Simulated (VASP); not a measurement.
Input:

```
NaI
1.0
    0.00000     3.26915     3.26915
    3.26915     0.00000     3.26915
    3.26915     3.26915     0.00000
Na I
1 1
Direct
  0.00000   0.00000   0.00000
  0.50000   0.50000   0.50000
```

Level of theory: PBE GGA with D4 dispersion, VASP's PBE PAW potentials (set 64) (plane waves; VASP). Settings: 520 eV cut-off, 7×7×7 Γ-centred mesh, Gaussian smearing of 0.050 eV, potentials Na_pv I.

Unless said otherwise, spin-orbit coupling is left out, though it shifts the bands of the heavy elements here.

### Question
What does the run give for the energy per atom (σ→0), band gap (on the k-mesh) with the smallest direct gap where there is one?

### Answer

| Quantity | Result |
|---|---|
| band gap (on the k-mesh) | 3.56 eV |
| smallest direct gap (on the k-mesh) | 3.56 eV |
| energy per atom (σ→0) | -2.847 eV/atom |

Only differences to runs with the same potentials and settings are physical.

The compound is NaI in the rock salt structure. This cell is one point of a volume scan, at 1.06 of the reference volume.
